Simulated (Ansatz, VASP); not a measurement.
MoOs in VASP and in Ansatz

INCAR

```
SYSTEM = MoOs
  PREC = Accurate
  ENCUT = 520
  EDIFF = 1E-6
  ISMEAR = 0
  SIGMA = 0.1
  LREAL = .FALSE.
  LASPH = .TRUE.
  NELM = 100
  ALGO = Normal
  ISIF = 2
  LWAVE = .FALSE.
  LCHARG = .FALSE.
  GGA = CA
  NBANDS = 18
```

The input KPOINTS:

```
Automatic mesh
0
G
  9 9 4
  0 0 0
```

Contents of POSCAR:

```
MoOs
1.0
    2.7817556855      0.0000000000      0.0000000000
   -1.3908778428      2.4090710908      0.0000000000
    0.0000000000      0.0000000000      4.5070550000
Mo Os
1 1
Direct
    0.6666666700      0.3333333300      0.5000000000
    0.3333333300      0.6666666700      0.0000000000
```

Input for Ansatz:

```yaml
crystal:
  lattice:
    - [2.7817556855, 0.0, 0.0]
    - [-1.3908778428, 2.4090710908, 0.0]
    - [0.0, 0.0, 4.507055]
  atoms:
    - { symbol: Mo, position: [0.66666667, 0.33333333, 0.5] }
    - { symbol: Os, position: [0.33333333, 0.66666667, 0.0] }
basis:
  ecutwfc: 420
kpoints:
  mp_grid: { grid: [9, 9, 4] }
hamiltonian:
  xc: lda
scf:
  occupations: { method: gaussian, width: 0.1 }
output:
  forces: true
  stress: true
  eigenvalues: true
```

The cell comes from a database or a generator and needn't be the stable form of this composition.

Alike in both runs: task single point; functional LDA; k mesh 9 × 9 × 4; occupations gaussian, width 0.1 eV; no spin polarisation.

|  | VASP | Ansatz |
| --- | --- | --- |
| version | VASP 6.6.1 | Ansatz 0.2.0 |
| potentials or method | VASP PAW LDA potentials, release 64 (Mo_sv, Os) | scalar-relativistic, plane waves, PAW |
| plane-wave cutoff (eV) | 520 | 420 |
| valence electrons in the cell | 22 | 30 |

VASP gave:

| Property | Result |
| --- | --- |
| gap on the k mesh at the Fermi level (eV) | none |
| pressure (GPa) | -15.9 |
| largest component of the traceless stress (GPa) | 2.19 |

Q: Which values does Ansatz return?

A: gap on the k mesh at the Fermi level (eV): none; pressure (GPa): -16.7; largest component of the traceless stress (GPa): 2.08.

A gap of «none» marks a metal or a gap that the smearing closes. The two sets of potentials don't hold the same shells in valence.

Caveats: so large a pressure means that the cell lies far from this level's equilibrium, or that cutoff or potentials fall short (VASP). The runs have no spin-orbit coupling, so splittings on Os are missing.
